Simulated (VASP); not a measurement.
# Fermi-Dirac smearing in Ni

How do entropy and free energy of the electrons in Ni grow with the Fermi-Dirac width, and how far does the Sommerfeld expansion hold?

Main program and level: VASP 6.6.1; PBEsol, spin-polarised from a ferromagnetic start (one magnetic atom a cell); plane waves and PAW (Ni), in the first sound run; inputs show where later runs differ.

## 1. The structure

The structure is cubic, space group Fm-3m (No. 225). Conventional cell: a = 3.520 Å, b = 3.520 Å, c = 3.520 Å, α = 90.00°, β = 90.00°, γ = 90.00°. Nearest to Ni lie 12 Ni at 2.49 Å.

As a file:

```
Ni
1.0
     0.00000    1.76000    1.76000
     1.76000    0.00000    1.76000
     1.76000    1.76000    0.00000
Ni
1
Direct
  0.00000 0.00000 0.00000
```

## 2. Relax the crystal, PBEsol

The cell is relaxed and then held.

This step took 2 runs in a row; the last is shown.

Level: PBEsol, spin-polarised from a ferromagnetic start (one magnetic atom a cell); plane waves and PAW (Ni).

Input file INCAR:

```
SYSTEM = Ni
PREC = Accurate
ENCUT = 450
EDIFF = 1E-07
NELM = 120
ISMEAR = 1
SIGMA = 0.15
LREAL = .FALSE.
ALGO = Normal
GGA = PS
NBANDS = 12
ISPIN = 2
MAGMOM = 1.5
LASPH = .TRUE.
LMAXMIX = 4
LORBIT = 11
LWAVE = .FALSE.
LCHARG = .FALSE.
KPAR = 8
IBRION = 2
NSW = 40
ISIF = 3
EDIFFG = -0.005
POTIM = 0.4
```

Input file POSCAR:

```
Ni
1.0
    0.0000000000      1.7304310307      1.7304310307
    1.7304310307      0.0000000000      1.7304310307
    1.7304310307      1.7304310307      0.0000000000
Ni
1
Direct
    0.0000000000      0.0000000000      0.0000000000
```

Input file KPOINTS:

```
Automatic mesh
0
Gamma
21 21 21
0 0 0
```

Potentials, in the order of the species: Ni (PBE family, release 64).

Started as:

```
$ mpirun -np 8 vasp_std
```

The log of the run:

```text
[banner, memory and clock lines left out]
running    8 mpi-ranks, on    1 nodes
[...]
|                                                                             |
|           W    W    AA    RRRRR   N    N  II  N    N   GGGG   !!!           |
|           W    W   A  A   R    R  NN   N  II  NN   N  G    G  !!!           |
|           W    W  A    A  R    R  N N  N  II  N N  N  G       !!!           |
|           W WW W  AAAAAA  RRRRR   N  N N  II  N  N N  G  GGG   !            |
|           WW  WW  A    A  R   R   N   NN  II  N   NN  G    G                |
|           W    W  A    A  R    R  N    N  II  N    N   GGGG   !!!           |
|                                                                             |
|     For optimal performance we recommend to set                             |
|       NCORE = 2 up to number-of-cores-per-socket                            |
|     NCORE specifies how many cores store one orbital (NPAR=cpu/NCORE).      |
|     This setting can greatly improve the performance of VASP for DFT.       |
[...]
|     You enforced a specific xc type in the INCAR file but a different       |
|     [... a line on the potential file left out ...]
|     I HOPE YOU KNOW WHAT YOU ARE DOING!                                     |
|                                                                             |

 LDA part: xc-table for (Slater+PW92), standard interpolation
 POSCAR, INCAR and KPOINTS ok, starting setup
[...]
entering main loop
       N       E                     dE             d eps       ncg     rms          rms(c)
DAV:   1     0.272457024842E+02    0.27246E+02   -0.41058E+03 14400   0.966E+02
DAV:   2    -0.634257476863E+01   -0.33588E+02   -0.31421E+02 14636   0.161E+02
DAV:   3    -0.727678025840E+01   -0.93421E+00   -0.92877E+00 15848   0.303E+01
DAV:   4    -0.728363196878E+01   -0.68517E-02   -0.68505E-02 15844   0.229E+00
[...]
DAV:  11    -0.613534764317E+01    0.21977E-05   -0.16103E-05 17572   0.338E-02    0.247E-02
DAV:  12    -0.613534907859E+01   -0.14354E-05   -0.31724E-06 20308   0.127E-02    0.873E-03
DAV:  13    -0.613534905290E+01    0.25693E-07   -0.35392E-07 13204   0.835E-03
   1 F= -.61353491E+01 E0= -.61351802E+01  d E =-.613535E+01  mag=     0.5886
[...]
reached required accuracy - stopping structural energy minimisation
```

Wall time 13 s (8 MPI ranks of Intel Xeon Platinum 8259CL at 2.50GHz (Skylake/Cascade Lake), shared host); peak memory 1.2 GiB.

The logs omit lines about the potential files and the build; timing stands in the text.

From OUTCAR (step 2):

```text
  Total       -0.0031659     -0.0031659     -0.0031659      0.0000000      0.0000000      0.0000000
  in kB       -0.4894619     -0.4894619     -0.4894619      0.0000000      0.0000000      0.0000000
  external PRESSURE =      -0.4894619 kB  Pullay stress =       0.0000000 kB

 POSITION                                       TOTAL-FORCE (eV/Angst)
 -----------------------------------------------------------------------------------
      0.00000      0.00000      0.00000         0.000000      0.000000      0.000000
 -----------------------------------------------------------------------------------
    total drift:                                0.000000     -0.000000     -0.000000

  FREE ENERGIE OF THE ION-ELECTRON SYSTEM (eV)
  ---------------------------------------------------
  free  energy   TOTEN  =        -6.1353490529 eV

  energy  without entropy=       -6.1348425978  energy(sigma->0) =       -6.13518023

 reached required accuracy - stopping structural energy minimisation

 magnetization (x)
# of ion       s       p       d       tot
------------------------------------------
    1       -0.007  -0.024   0.625   0.594

[... 3 further parts left out ...]
[key lines of the parts left out:]
E-fermi :   9.8952
```

Numbers from this step:

| Item | Value |
| --- | --- |
| energy(sigma→0) of the program | -6.1352 eV |
| stress, compression positive | xx, yy, zz -0.05, -0.05, -0.05 GPa |
| volume | 10.363 Å³ |
| ionic steps | 1 |

## 3. Tetrahedra, PBEsol

Tetrahedra give the density of states at the Fermi level without smearing.

Level: PBEsol, spin-polarised from a ferromagnetic start (one magnetic atom a cell); plane waves and PAW (Ni).

Input file INCAR:

```
SYSTEM = Ni
PREC = Accurate
ENCUT = 450
EDIFF = 1E-08
NELM = 100
ISMEAR = -5
SIGMA = 0.15
LREAL = .FALSE.
ALGO = Normal
GGA = PS
NBANDS = 13
ISPIN = 2
MAGMOM = 1.5
LASPH = .TRUE.
LMAXMIX = 4
LORBIT = 11
LWAVE = .FALSE.
LCHARG = .FALSE.
KPAR = 2
ISIF = 2
NEDOS = 3001
```

POSCAR is that of step 2.

Input file KPOINTS:

```
Automatic mesh
0
Gamma
38 38 38
0 0 0
```

Started as:

```
$ mpirun -np 2 vasp_std
```

The log of the run:

```text
[banner, memory and clock lines left out]
running    2 mpi-ranks, on    1 nodes
[...]
[... a notice as in an earlier step ...]

 LDA part: xc-table for (Slater+PW92), standard interpolation
 POSCAR, INCAR and KPOINTS ok, starting setup
[...]
entering main loop
       N       E                     dE             d eps       ncg     rms          rms(c)
DAV:   1     0.284676140154E+02    0.28468E+02   -0.39951E+03 79314   0.895E+02
DAV:   2    -0.621845912734E+01   -0.34686E+02   -0.32509E+02 82575   0.159E+02
DAV:   3    -0.727777469592E+01   -0.10593E+01   -0.10556E+01 87771   0.299E+01
DAV:   4    -0.728525122006E+01   -0.74765E-02   -0.74749E-02 87233   0.226E+00
[...]
DAV:  13    -0.613521544235E+01    0.33153E-06   -0.76421E-08 91768   0.331E-03    0.217E-03
DAV:  14    -0.613521540426E+01    0.38084E-07   -0.25653E-08 60174   0.167E-03    0.528E-04
DAV:  15    -0.613521539645E+01    0.78144E-08   -0.73750E-09 48360   0.696E-04
   1 F= -.61352154E+01 E0= -.61352154E+01  d E =0.000000E+00  mag=     0.6129
|                                                                             |
|           W    W    AA    RRRRR   N    N  II  N    N   GGGG   !!!           |
|           W    W   A  A   R    R  NN   N  II  NN   N  G    G  !!!           |
|           W    W  A    A  R    R  N N  N  II  N N  N  G       !!!           |
|           W WW W  AAAAAA  RRRRR   N  N N  II  N  N N  G  GGG   !            |
|           WW  WW  A    A  R   R   N   NN  II  N   NN  G    G                |
|           W    W  A    A  R    R  N    N  II  N    N   GGGG   !!!           |
|                                                                             |
|     Tetrahedron method does not include variations of the Fermi             |
|     occupations, so forces and stress will be inaccurate. We suggest        |
|     using a different smearing scheme ISMEAR = 1 or 2 for metals in         |
|     relaxations.                                                            |
|                                                                             |
```

Elapsed: 3.6 min, on 2 MPI ranks; peak memory 0.73 GiB; 5.8 min of CPU time.

From OUTCAR (step 3):

```text
  Total        0.0023119      0.0023119      0.0023119      0.0000000      0.0000000     -0.0000000
  in kB        0.3574190      0.3574190      0.3574190      0.0000000      0.0000000     -0.0000000
  external PRESSURE =       0.3574190 kB  Pullay stress =       0.0000000 kB

 POSITION                                       TOTAL-FORCE (eV/Angst)
 -----------------------------------------------------------------------------------
      0.00000      0.00000      0.00000         0.000000      0.000000     -0.000000
 -----------------------------------------------------------------------------------
    total drift:                                0.000000     -0.000000     -0.000000

  FREE ENERGIE OF THE ION-ELECTRON SYSTEM (eV)
  ---------------------------------------------------
  free  energy   TOTEN  =        -6.1352153964 eV

  energy  without entropy=       -6.1352153964  energy(sigma->0) =       -6.13521540

 magnetization (x)
# of ion       s       p       d       tot
------------------------------------------
    1       -0.006  -0.024   0.649   0.618

[... 1 part as in an earlier step ...]

[... 2 further parts left out ...]
[key lines of the parts left out:]
E-fermi :   9.9000
```

This run gave:

- energy(sigma→0) of the program: -6.1352 eV

The run ends at a pressure of 0.04 GPa.

## 4. Electron temperature, PBEsol

One member in full: SIGMA = 0.075 eV.

Level: PBEsol, spin-polarised from a ferromagnetic start (one magnetic atom a cell); plane waves and PAW (Ni).

Edit INCAR of step 3 so:

```diff
@@ -5,4 +5,4 @@
 NELM = 100
-ISMEAR = -5
-SIGMA = 0.15
+ISMEAR = -1
+SIGMA = 0.075
 LREAL = .FALSE.
@@ -20,2 +20 @@
 ISIF = 2
-NEDOS = 3001
```

POSCAR is that of step 3.

KPOINTS is that of step 3.

Started as:

```
$ mpirun -np 2 vasp_std
```

The log of the run:

```text
[... set-up lines as in an earlier step ...]
 entering main loop
       N       E                     dE             d eps       ncg     rms          rms(c)
DAV:   1     0.284571960666E+02    0.28457E+02   -0.39951E+03 79314   0.895E+02
DAV:   2    -0.623003051746E+01   -0.34687E+02   -0.32358E+02 82575   0.159E+02
DAV:   3    -0.728917407299E+01   -0.10591E+01   -0.10531E+01 87771   0.299E+01
DAV:   4    -0.729664701024E+01   -0.74729E-02   -0.74715E-02 87233   0.226E+00
[...]
DAV:  14    -0.615080475329E+01   -0.19977E-06   -0.53183E-08 76296   0.180E-03    0.471E-04
DAV:  15    -0.615080471684E+01    0.36453E-07   -0.70505E-09 46500   0.714E-04    0.438E-04
DAV:  16    -0.615080471347E+01    0.33669E-08   -0.57150E-10 42460   0.253E-04
   1 F= -.61508047E+01 E0= -.61355587E+01  d E =-.304920E-01  mag=     0.6054
```

Elapsed: 3.5 min, on 2 MPI ranks; peak memory 0.66 GiB.

OUTCAR, selected parts (step 4):

```text
  LATTYP: Found a face centered cubic cell.
 ALAT       =     3.4608620614

 Subroutine GETGRP returns: Found 48 space group operations
 (whereof 48 operations were pure point group operations)

The static configuration has the point symmetry O_h .

 Found   1440 irreducible k-points:

   dimension x,y,z NGX =    18 NGY =   18 NGZ =   18
   dimension x,y,z NGXF=    36 NGYF=   36 NGZF=   36

   ENCUT  =  450.0 eV  33.07 Ry    5.75 a.u.   4.23  4.23  4.23*2*pi/ulx,y,z

   NELECT =      10.0000    total number of electrons

 E-fermi :   9.8835

 spin component 1
 k-point     1 :       0.0000    0.0000    0.0000
  band No.  band energies     occupation
    ...
      2       7.3545      1.00000
      3       7.3545      1.00000
      4       7.3545      1.00000
      5       8.6011      1.00000
      6       8.6011      1.00000
      7      34.0028      0.00000
      8      38.2239      0.00000
      9      38.2239      0.00000
     10      38.2239      0.00000
     11      41.3152      0.00000
    ...

 k-point     2 :       0.0263    0.0000    0.0000
  band No.  band energies     occupation
    ...
      2       7.3465      1.00000
      3       7.3611      1.00000
      4       7.3611      1.00000
      5       8.5980      1.00000
      6       8.5980      1.00000
      7      33.9395      0.00000
      8      37.7039      0.00000
      9      38.1528      0.00000
     10      38.1528      0.00000
     11      41.4175      0.00000
    ...

 k-point     3 :       0.0526    0.0000    0.0000
  band No.  band energies     occupation
    ...
      2       7.3235      1.00000
      3       7.3807      1.00000
      4       7.3807      1.00000
      5       8.5895      1.00000
      6       8.5895      1.00000
      7      33.7002      0.00000
      8      36.7223      0.00000
      9      37.9658      0.00000
     10      37.9658      0.00000
     11      41.6953      0.00000
    ...

 k-point     4 :       0.0789    0.0000    0.0000
  band No.  band energies     occupation
    ...
      2       7.2868      1.00000
      3       7.4116      1.00000
      4       7.4116      1.00000
      5       8.5771      1.00000
      6       8.5771      1.00000
      7      33.1348      0.00000
      8      35.8763      0.00000
      9      37.7126      0.00000
     10      37.7126      0.00000
     11      42.0851      0.00000
    ...

  Total        0.0203729      0.0203729      0.0203729     -0.0000000      0.0000000      0.0000000
  in kB        3.1497084      3.1497084      3.1497084     -0.0000000      0.0000000      0.0000000
  external PRESSURE =       3.1497084 kB  Pullay stress =       0.0000000 kB

 POSITION                                       TOTAL-FORCE (eV/Angst)
 -----------------------------------------------------------------------------------
      0.00000      0.00000      0.00000         0.000000     -0.000000      0.000000
 -----------------------------------------------------------------------------------
    total drift:                                0.000000     -0.000000     -0.000000

  FREE ENERGIE OF THE ION-ELECTRON SYSTEM (eV)
  ---------------------------------------------------
  free  energy   TOTEN  =        -6.1508047135 eV

  energy  without entropy=       -6.1203127014  energy(sigma->0) =       -6.13555871

 total charge
# of ion       s       p       d       tot
------------------------------------------
    1        0.522   0.548   8.335   9.405

 magnetization (x)
# of ion       s       p       d       tot
------------------------------------------
    1       -0.006  -0.023   0.640   0.611

[... 2 parts as in an earlier step ...]

[... 11 further parts left out ...]
```

Read from the output:

```
energy(sigma→0) of the program : -6.1356 eV
stress, compression positive   : xx, yy, zz 0.31, 0.31, 0.31 GPa
```

The run ends at a pressure of 0.31 GPa.

## 5. All members

The other members went through these steps as far as the tables show, on the same mesh; 7 runs are not shown. The session took 1.1 core hours (wall time by ranks) on a shared machine.

| width kT (eV) | temperature (K) | free energy less that of the narrowest width (meV/atom) | TS (meV/atom) | pressure (GPa) | shift of the Fermi level (eV) |
| --- | --- | --- | --- | --- | --- |
| 0.025 | 290 | 0.000 | 3.575 | 0.054 | 0.000 |
| 0.050 | 580 | -5.322 | 14.030 | 0.164 | -0.007 |
| 0.075 | 870 | -13.929 | 30.492 | 0.315 | -0.013 |
| 0.100 | 1160 | -25.622 | 52.908 | 0.490 | -0.019 |
| 0.150 | 1741 | -58.489 | 118.607 | 0.855 | -0.030 |
| 0.200 | 2321 | ? | ? | 1.191 | -0.041 |
| 0.300 | 3481 | -239.990 | 457.790 | 2.388 | 0.001 |

## 6. The Sommerfeld expansion

At low temperature TS = (π²/3) g (kT)², so TS, twice the difference of energy(sigma→0) and the free energy, over (π²/3)(kT)² is an effective density of states: 1.739, 1.706, 1.648, 1.608, 1.602, 1.546 states/eV/atom in the rows shown.

A least-squares parabola through the 6 rows shown, with σ the width in eV: g = 3.629 σ² − 1.856 σ + 1.779 (states/eV/atom), r.m.s. residual 0.014 states/eV/atom.

For the withheld row, σ = 0.2, the fit gives 1.553 states/eV/atom.

## 7. Prediction against calculation

The calculation gives 1.649 states/eV/atom, so the prediction is 0.096 states/eV/atom too low, more than twice the residual of the fit.

The parabola in σ is an empirical guide, not the expansion itself. Tetrahedra give g = 1.643 states/eV/atom at the Fermi level, the limit that the series should reach at zero width.

## 8. Outcome

```
density of states at the Fermi level, tetrahedra : 1.64 states/eV/atom
Sommerfeld coefficient from it                   : 3.87 mJ per mole of atoms and K²
pressure at the widest setting                   : 2.39 GPa
error of the predicted g                         : -0.096 states/eV/atom
```

In words: Against the tetrahedron value, the effective density of states stands at +6 % at 0.025 eV, +4 % at 0.05 eV, -2 % at 0.1 eV, -6 % at 0.3 eV. The moment falls from 0.61 to 0.00 μB an atom over the series, so the change mixes the loss of order with the shape of the bands. The narrow rows do not close in on the tetrahedron value; no test of the mesh was run. The bare coefficient lacks the electron-phonon enhancement of measured heat capacities.

[Lines on the potential files, build, host, timing and source positions are cut from VASP's logs without a mark.]

[Logs are printed without paths, hosts, clocks, repeated set-up lines and the standing remarks that a program may print on its own settings, such as how far it seeks lower states.]

[Hosts, paths, dates, database ids (printed as entryN), source tags and the programs' standing remarks are cut or masked in the printed files.]
